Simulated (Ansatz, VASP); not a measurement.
# Cross-check of GdPtN between VASP and Ansatz

Wanted: the spread between two codes on one cell, functional and k mesh. The cell is invented: Sites of the GdPPt structure (space group 187) filled with other elements, volume scaled by an estimate. It may not be a known or stable phase.

Main program and level: Ansatz 0.2.0; plane waves, with VASP 6.6.1 beside it; relaxation of cell and atoms at r2SCAN, DFT+U.

## 1. The starting structure

The structure is hexagonal, space group P-6m2 (No. 187). Conventional cell: a = 3.810 Å, b = 3.810 Å, c = 3.660 Å, α = 90.00°, β = 90.00°, γ = 120.00°. Nearest to Pt lie 3 N at 2.20 Å. Gd has 6 N at 2.86 Å and 6 Pt at 2.86 Å nearest. N has 3 Pt at 2.20 Å and 6 Gd at 2.86 Å nearest. Sites of the GdPPt structure (space group 187) filled with other elements, volume scaled by an estimate. Farther neighbours and most contacts between anions are not listed.

As a file:

```
Pt Gd N
1.0
     3.81048    0.00000    0.00000
    -1.90524    3.29997    0.00000
     0.00000    0.00000    3.66038
Pt Gd N
1 1 1
Cartesian
  0.0000 2.2000 1.8302
  0.0000 0.0000 0.0000
  1.9052 1.1000 1.8302
```

## 2. VASP: relaxation of cell and atoms, r2SCAN, DFT+U

The relaxed volume is the usual yardstick between codes: its relative difference is about their pressure difference at one cell divided by the bulk modulus.

Lines of VASP's logs that name or quote its potential files are left out, and so is its time.

Input file INCAR:

```
SYSTEM = GdPtN
PREC = Accurate
ENCUT = 520
EDIFF = 1E-06
NELM = 100
ISMEAR = 0
SIGMA = 0.05
LREAL = .FALSE.
ALGO = Normal
METAGGA = R2SCAN
LASPH = .TRUE.
NBANDS = 24
ISPIN = 2
MAGMOM = 0 7 0
LDAU = .TRUE.
LDAUTYPE = 2
LDAUL = 2 3 -1
LDAUU = 5.3 4 0
LDAUJ = 0 0 0
LDAUPRINT = 1
LMAXMIX = 6
LORBIT = 11
LWAVE = .FALSE.
LCHARG = .FALSE.
IBRION = 2
NSW = 60
ISIF = 3
EDIFFG = -0.01
```

Input file POSCAR:

```
GdPtN
1.0
    3.8104810000      0.0000000000      0.0000000000
   -1.9052400000      3.2999730000      0.0000000000
    0.0000000000      0.0000000000      3.6603820000
Pt Gd N
1 1 1
Direct
    0.3333333300      0.6666666700      0.5000000000
    0.0000000000      0.0000000000      0.0000000000
    0.6666666700      0.3333333300      0.5000000000
```

Input file KPOINTS:

```
Automatic mesh
0
Gamma
7 7 6
0 0 0
```

The projector-augmented-wave data sets are Pt, Gd and N (PBE family, release 64).

Command:

```sh
mpirun -np 1 vasp_std
```

Numbers of over 12 decimals in the logs are rounded to 6 here.

The program printed:

```text
[banner, memory and clock lines left out]
running    1 mpi-ranks, on    1 nodes
 distrk:  each k-point on    1 cores,    1 groups
 distr:  one band on    1 cores,    1 groups

 POSCAR found type information on POSCAR PtGdN
 POSCAR found :  3 types and       3 ions
|                                                                             |
|               ----> ADVICE to this user running VASP <----                  |
|                                                                             |
|     You enforced a specific xc type in the INCAR file but a different       |
|     [... a line on the potential file left out ...]
|     I HOPE YOU KNOW WHAT YOU ARE DOING!                                     |
|                                                                             |

 LDA part: xc-table for (None), standard interpolation
 POSCAR, INCAR and KPOINTS ok, starting setup
 FFT: planning ... GRIDC
 FFT: planning ... GRID_SOFT
 FFT: planning ... GRID
 WAVECAR not read
 entering main loop
       N       E                     dE             d eps       ncg     rms          rms(c)
DAV:   1     0.139321019597E+03    0.13932E+03   -0.13852E+04  4424   0.717E+03
DAV:   2    -0.799672196083E+02   -0.21929E+03   -0.18380E+03  4624   0.609E+02
DAV:   3    -0.103651459302E+03   -0.23684E+02   -0.23103E+02  4768   0.152E+02
DAV:   4    -0.106217322922E+03   -0.25659E+01   -0.25402E+01  5888   0.347E+01
DAV:   5    -0.106475571515E+03   -0.25825E+00   -0.25749E+00  5328   0.114E+01    0.791E+01
DAV:   6    -0.987633694042E+02    0.77122E+01   -0.43292E+01  4120   0.316E+02    0.107E+02
DAV:   7    -0.995911379827E+02   -0.82777E+00   -0.50479E+00  4944   0.175E+01    0.879E+01
DAV:   8    -0.997680860684E+02   -0.17695E+00   -0.47783E+00  5648   0.334E+01    0.422E+01
DAV:   9    -0.996657494153E+02    0.10234E+00   -0.20288E+00  5272   0.234E+01    0.108E+01
DAV:  10    -0.997067662209E+02   -0.41017E-01   -0.64921E-01  5096   0.909E+00    0.825E+00
DAV:  11    -0.996974121967E+02    0.93540E-02   -0.63217E-02  4872   0.202E+00    0.552E+00
DAV:  12    -0.996911329122E+02    0.62793E-02   -0.17183E-02  5368   0.934E-01    0.417E+00
DAV:  13    -0.996911894932E+02   -0.56581E-04   -0.39214E-03  5232   0.736E-01    0.244E+00
DAV:  14    -0.996910023892E+02    0.18710E-03   -0.92958E-04  5936   0.246E-01    0.167E+00
DAV:  15    -0.996906447891E+02    0.35760E-03   -0.34014E-04  5088   0.138E-01    0.133E+00
DAV:  16    -0.996902513253E+02    0.39346E-03   -0.10537E-03  4944   0.246E-01    0.391E-01
DAV:  17    -0.996902380806E+02    0.13245E-04   -0.25367E-04  4912   0.132E-01    0.114E-01
DAV:  18    -0.996902384069E+02   -0.32625E-06   -0.74991E-05  5424   0.759E-02    0.493E-02
DAV:  19    -0.996902371695E+02    0.12374E-05   -0.26473E-05  4968   0.485E-02    0.703E-02
DAV:  20    -0.996902380173E+02   -0.84782E-06   -0.24199E-06  3248   0.162E-02
   1 F= -.99690238E+02 E0= -.99689372E+02  d E =-.996902E+02  mag=     7.1637
[... from here on, the cycles between the ionic steps are left out ...]
   2 F= -.99730875E+02 E0= -.99730140E+02  d E =-.406368E-01  mag=     7.0931
   3 F= -.99734214E+02 E0= -.99733563E+02  d E =-.439755E-01  mag=     7.1078
   4 F= -.99738978E+02 E0= -.99738282E+02  d E =-.476447E-02  mag=     7.0915
   5 F= -.99741226E+02 E0= -.99740476E+02  d E =-.701227E-02  mag=     7.0968
   6 F= -.99741221E+02 E0= -.99740473E+02  d E =-.700785E-02  mag=     7.0968
   7 F= -.99740627E+02 E0= -.99739911E+02  d E =-.641391E-02  mag=     7.0939
   8 F= -.99741201E+02 E0= -.99740457E+02  d E =-.698748E-02  mag=     7.0961
   9 F= -.99741225E+02 E0= -.99740487E+02  d E =-.240004E-04  mag=     7.0953
  10 F= -.99741249E+02 E0= -.99740507E+02  d E =-.480101E-04  mag=     7.0956
 curvature:  -0.21 expect dE=-0.573E-04 dE for cont linesearch -0.553E-04
 ZBRENT: interpolating
 opt :   0.2436  next Energy=   -99.741221 (dE=-0.201E-04)
 bond charge predicted
       N       E                     dE             d eps       ncg     rms          rms(c)
DAV:   1    -0.997414891425E+02   -0.23918E-03   -0.38211E-03  5296   0.186E+00    0.107E+00
DAV:   2    -0.997412062921E+02    0.28285E-03   -0.83444E-04  4560   0.983E-01    0.819E-01
DAV:   3    -0.997412335674E+02   -0.27275E-04   -0.10971E-04  5712   0.275E-01    0.384E-01
DAV:   4    -0.997412346936E+02   -0.11263E-05   -0.12549E-05  5752   0.790E-02    0.249E-01
DAV:   5    -0.997412345806E+02    0.11303E-06   -0.34436E-06  3808   0.571E-02
  11 F= -.99741235E+02 E0= -.99740491E+02  d E =-.335643E-04  mag=     7.0959
 curvature:  -0.08 expect dE=-0.258E-05 dE for cont linesearch -0.225E-05
 trial: gam= 0.00000 g(F)=  0.491E-43 g(S)=  0.336E-04 ort =-0.695E-04 (trialstep = 0.764E+00)
 search vector abs. value=  0.336E-04
 reached required accuracy - stopping structural energy minimisation
```

Parts of OUTCAR (step 2):

```text
ion  position               nearest neighbor table
   1  0.333  0.667  0.500-   3 2.20   3 2.20   3 2.20   2 2.86   2 2.86   2 2.86   2 2.86   2 2.86
                             2 2.86
   2  0.000  0.000  0.000-   1 2.86   1 2.86   1 2.86   1 2.86   1 2.86   1 2.86
   3  0.667  0.333  0.500-   1 2.20   1 2.20   1 2.20

  LATTYP: Found a hexagonal cell.
 ALAT       =     3.8104810000
 C/A-ratio  =     0.9606089100

 Subroutine GETGRP returns: Found 12 space group operations
 (whereof 12 operations were pure point group operations)

The static configuration has the point symmetry D_3h.

 Found     32 irreducible k-points:

   k-points           NKPTS =     32   k-points in BZ     NKDIM =     32   number of bands    NBANDS=     24

   dimension x,y,z NGX =    28 NGY =   28 NGZ =   28
   dimension x,y,z NGXF=    56 NGYF=   56 NGZF=   56

   ENCUT  =  520.0 eV  38.22 Ry    6.18 a.u.   7.08  7.08  6.81*2*pi/ulx,y,z

   NELECT =      33.0000    total number of electrons

 k-points in reciprocal lattice and weights: Automatic mesh
   0.00000000  0.00000000  0.00000000       0.003
   0.14285714  0.00000000  0.00000000       0.020
   0.28571429  0.00000000  0.00000000       0.020
   0.42857143 -0.00000000  0.00000000       0.020
   0.14285714  0.14285714  0.00000000       0.020
   0.28571429  0.14285714  0.00000000       0.041
   0.42857143  0.14285714  0.00000000       0.020
   0.28571429  0.28571429  0.00000000       0.020
   0.00000000  0.00000000  0.16666667       0.007
[...]
0.42857143  0.14285714  0.50000000       0.020
   0.28571429  0.28571429  0.50000000       0.020

atom =   1  type =  1  l = 2

 onsite density matrix

spin component  1

  0.8724  0.0000 -0.0000 -0.0000  0.0000
  0.0000  0.9148 -0.0000  0.0000  0.0000
 -0.0000 -0.0000  0.8194  0.0000 -0.0000
 -0.0000  0.0000  0.0000  0.9148 -0.0000
  0.0000  0.0000 -0.0000 -0.0000  0.8724

spin component  2

  0.8902  0.0000 -0.0000 -0.0000  0.0000
  0.0000  0.9260  0.0000  0.0000  0.0000
 -0.0000  0.0000  0.8387 -0.0000 -0.0000
 -0.0000  0.0000 -0.0000  0.9260  0.0000
  0.0000  0.0000 -0.0000  0.0000  0.8902

 occupancies and eigenvectors

  o =  0.8194  v = -0.0000 -0.0000 -1.0000  0.0000 -0.0000  0.0000  0.0000  0.0000  0.0000  0.0000      0.0000  0.0000  0.0000  0.0000  0.0000  0.0000  0.0000  0.0000  0.0000  0.0000
  o =  0.8387  v =  0.0000  0.0000  0.0000  0.0000  0.0000 -0.0000  0.0000 -1.0000 -0.0000 -0.0000      0.0000  0.0000  0.0000  0.0000  0.0000  0.0000  0.0000  0.0000  0.0000  0.0000
  o =  0.8724  v = -0.5691 -0.0000 -0.0000 -0.0000  0.8223  0.0000  0.0000  0.0000  0.0000  0.0000      0.0000  0.0000  0.0000  0.0000  0.0000  0.0000  0.0000  0.0000  0.0000  0.0000
  o =  0.8724  v = -0.8223  0.0000  0.0000 -0.0000 -0.5691  0.0000  0.0000  0.0000  0.0000  0.0000      0.0000  0.0000  0.0000  0.0000  0.0000  0.0000  0.0000  0.0000  0.0000  0.0000
  o =  0.8902  v =  0.0000  0.0000  0.0000  0.0000  0.0000 -0.5703 -0.0000  0.0000 -0.0000  0.8215      0.0000  0.0000  0.0000  0.0000  0.0000  0.0000  0.0000  0.0000  0.0000  0.0000
  o =  0.8902  v =  0.0000  0.0000  0.0000  0.0000  0.0000 -0.8215  0.0000  0.0000 -0.0000 -0.5703      0.0000  0.0000  0.0000  0.0000  0.0000  0.0000  0.0000  0.0000  0.0000  0.0000
  o =  0.9148  v =  0.0000  0.8859 -0.0000 -0.4638  0.0000  0.0000  0.0000  0.0000  0.0000  0.0000      0.0000  0.0000  0.0000  0.0000  0.0000  0.0000  0.0000  0.0000  0.0000  0.0000
  o =  0.9148  v = -0.0000  0.4638 -0.0000  0.8859  0.0000  0.0000  0.0000  0.0000  0.0000  0.0000      0.0000  0.0000  0.0000  0.0000  0.0000  0.0000  0.0000  0.0000  0.0000  0.0000
  o =  0.9260  v =  0.0000  0.0000  0.0000  0.0000  0.0000  0.0000  0.8859  0.0000 -0.4638  0.0000      0.0000  0.0000  0.0000  0.0000  0.0000  0.0000  0.0000  0.0000  0.0000  0.0000
[...]
o =  0.0066  v =  0.0000  0.0000  0.0000  0.0000  0.0000  0.0000  0.0000  0.0000  0.0000 -0.4638  0.0000 -0.8859  0.0000  0.0000      0.0000  0.0000  0.0000  0.0000  0.0000  0.0000  0.0000  0.0000  0.0000  0.0000  0.0000  0.0000  0.0000  0.0000
  o =  0.0102  v =  0.0000  0.0000  0.0000  0.0000  0.0000  0.0000  0.0000 -0.0000 -0.2193 -0.0000 -0.0000 -0.0000  0.9757  0.0000      0.0000  0.0000  0.0000  0.0000  0.0000  0.0000  0.0000  0.0000  0.0000  0.0000  0.0000  0.0000  0.0000  0.0000
  o =  0.0102  v =  0.0000  0.0000  0.0000  0.0000  0.0000  0.0000  0.0000 -0.0000 -0.9757 -0.0000  0.0000 -0.0000 -0.2193  0.0000      0.0000  0.0000  0.0000  0.0000  0.0000  0.0000  0.0000  0.0000  0.0000  0.0000  0.0000  0.0000  0.0000  0.0000
  o =  0.9914  v =  0.0000  0.0000  0.0001 -0.0000 -0.0001 -0.0000 -1.0000  0.0000  0.0000  0.0000  0.0000  0.0000  0.0000  0.0000      0.0000  0.0000  0.0000  0.0000  0.0000  0.0000  0.0000  0.0000  0.0000  0.0000  0.0000  0.0000  0.0000  0.0000
  o =  0.9914  v =  0.0000 -0.0001 -0.0000 -1.0000  0.0000 -0.0001  0.0000  0.0000  0.0000  0.0000  0.0000  0.0000  0.0000  0.0000      0.0000  0.0000  0.0000  0.0000  0.0000  0.0000  0.0000  0.0000  0.0000  0.0000  0.0000  0.0000  0.0000  0.0000
  o =  0.9916  v =  1.0000  0.0000  0.0001  0.0000  0.0002 -0.0000  0.0000  0.0000  0.0000  0.0000  0.0000  0.0000  0.0000  0.0000      0.0000  0.0000  0.0000  0.0000  0.0000  0.0000  0.0000  0.0000  0.0000  0.0000  0.0000  0.0000  0.0000  0.0000
  o =  0.9923  v = -0.0000 -0.0000  0.8859 -0.0000 -0.4638 -0.0000  0.0002  0.0000  0.0000  0.0000  0.0000  0.0000  0.0000  0.0000      0.0000  0.0000  0.0000  0.0000  0.0000  0.0000  0.0000  0.0000  0.0000  0.0000  0.0000  0.0000  0.0000  0.0000
  o =  0.9923  v =  0.0002  0.0000 -0.4638 -0.0000 -0.8859  0.0000  0.0000  0.0000  0.0000  0.0000  0.0000  0.0000  0.0000  0.0000      0.0000  0.0000  0.0000  0.0000  0.0000  0.0000  0.0000  0.0000  0.0000  0.0000  0.0000  0.0000  0.0000  0.0000
  o =  0.9932  v =  0.0000 -0.5697 -0.0000 -0.0000  0.0000  0.8218 -0.0000  0.0000  0.0000  0.0000  0.0000  0.0000  0.0000  0.0000      0.0000  0.0000  0.0000  0.0000  0.0000  0.0000  0.0000  0.0000  0.0000  0.0000  0.0000  0.0000  0.0000  0.0000
  o =  0.9932  v = -0.0000 -0.8218 -0.0000  0.0002  0.0000 -0.5697 -0.0000  0.0000  0.0000  0.0000  0.0000  0.0000  0.0000  0.0000      0.0000  0.0000  0.0000  0.0000  0.0000  0.0000  0.0000  0.0000  0.0000  0.0000  0.0000  0.0000  0.0000  0.0000

 average (electrostatic) potential at core
       1 -71.4433       2 -45.8756       3 -65.0240

 E-fermi :   6.9232

 spin component 1
 k-point     1 :       0.0000    0.0000    0.0000
  band No.  band energies     occupation
    ...
     17       2.3285      1.00000
     18       5.0330      1.00000
     19       5.1067      1.00000
     20       6.7529      1.00000
     21       6.7529      1.00000
     22       9.1074      0.00000
     23      10.6558      0.00000
     24      10.6559      0.00000

 k-point     2 :       0.1429    0.0000    0.0000
  band No.  band energies     occupation
    ...
     17       2.2496      1.00000
     18       5.0792      1.00000
     19       5.3334      1.00000
     20       6.6614      1.00000
     21       6.7727      0.99999
     22       8.8572      0.00000
     23      10.5492      0.00000
     24      10.5813      0.00000

 k-point     3 :       0.2857    0.0000    0.0000
  band No.  band energies     occupation
    ...
     16       1.9323      1.00000
     17       2.0756      1.00000
     18       4.4347      1.00000
     19       5.3525      1.00000
     20       6.2210      1.00000
     21       7.6811      0.00000
     22       9.0862      0.00000
     23      10.3619      0.00000
     24      10.7346      0.00000

 k-point     4 :       0.4286   -0.0000    0.0000
  band No.  band energies     occupation
    ...
     16       1.6180      1.00000
     17       1.9386      1.00000
     18       3.0070      1.00000
     19       5.6134      1.00000
     20       5.8742      1.00000
     21       8.3806      0.00000
     22       9.8894      0.00000
     23      10.6462      0.00000
     24      10.8910      0.00000

 k-point     5 :       0.1429    0.1429    0.0000
  band No.  band energies     occupation
    ...
     16       1.8571      1.00000
     17       2.3143      1.00000
     18       4.9914      1.00000
     19       5.2266      1.00000
     20       5.8826      1.00000
     21       7.7437      0.00000
     22       8.8830      0.00000
     23      10.1003      0.00000
     24      10.9548      0.00000

 k-point     6 :       0.2857    0.1429    0.0000
  band No.  band energies     occupation
    ...
     16       1.6491      1.00000
     17       2.3342      1.00000
     18       3.5736      1.00000
     19       5.1728      1.00000
     20       5.7310      1.00000
     21       8.4833      0.00000
     22       9.7812      0.00000
     23       9.9687      0.00000
     24      10.6215      0.00000

  Total       -0.0244073     -0.0244073     -0.0299809     -0.0000000     -0.0000000      0.0000000
  in kB       -0.8491635     -0.8491633     -1.0430760     -0.0000001     -0.0000000      0.0000000
  external PRESSURE =      -0.9138009 kB  Pullay stress =       0.0000000 kB

  energy-cutoff  :      520.00
  volume of cell :       46.05
      direct lattice vectors                 reciprocal lattice vectors
     3.875856973  0.000000010 -0.000000000     0.258007456  0.148960651  0.000000000
    -1.937927970  3.356590231 -0.000000000    -0.000000001  0.297921381  0.000000000
     0.000000000 -0.000000000  3.539751806    -0.000000000  0.000000000  0.282505683

 POSITION                                       TOTAL-FORCE (eV/Angst)
 -----------------------------------------------------------------------------------
      0.00000      2.23773      1.76988        -0.000000     -0.000000     -0.000000
      0.00000      0.00000      0.00000         0.000000      0.000000     -0.000000
      1.93793      1.11886      1.76988        -0.000000      0.000000      0.000000
 -----------------------------------------------------------------------------------
    total drift:                               -0.000006      0.000003      0.000000

  FREE ENERGIE OF THE ION-ELECTRON SYSTEM (eV)
  ---------------------------------------------------
  free  energy   TOTEN  =       -99.7412345806 eV

  energy  without entropy=      -99.7397472256  energy(sigma->0) =      -99.74049090

 reached required accuracy - stopping structural energy minimisation

 total charge
# of ion       s       p       d       f       tot
--------------------------------------------------
    1        0.711   0.513   8.794   0.000  10.018
    2        2.038   5.655   0.531   6.984  15.208
    3        1.268   2.258   0.000   0.000   3.526
--------------------------------------------------
tot          4.017   8.426   9.324   6.984  28.751

 magnetization (x)
# of ion       s       p       d       f       tot
--------------------------------------------------
    1        0.003   0.034  -0.077   0.000  -0.041
    2       -0.007  -0.128   0.098   6.895   6.858
    3       -0.004  -0.073   0.000   0.000  -0.078
--------------------------------------------------
tot         -0.009  -0.167   0.021   6.895   6.740

[... 6 further parts left out ...]
```

CONTCAR:

```
GdPtN
   1.00000000000000
     3.8758569732850852    0.0000000097727952   -0.0000000000000000
    -1.9379279696006135    3.3565902310933282   -0.0000000000000000
     0.0000000000000000   -0.0000000000000000    3.5397518061453042
  Pt              Gd              N
     1     1     1
Direct
     0.3333333300000021    0.6666666699999979    0.5000000000000000
     0.0000000000000000    0.0000000000000000    0.0000000000000000
     0.6666666699999979    0.3333333300000021    0.5000000000000000
```

[end of part 1 of 2]

[Lines on the potential files, build, host, timing and source positions are cut from VASP's logs without a mark.]

[Logs are printed without paths, hosts, clocks, repeated set-up lines and the standing remarks that a program may print on its own settings, such as how far it seeks lower states.]

[Hosts, paths, dates, database ids (printed as entryN), source tags and the programs' standing remarks are cut or masked in the printed files.]
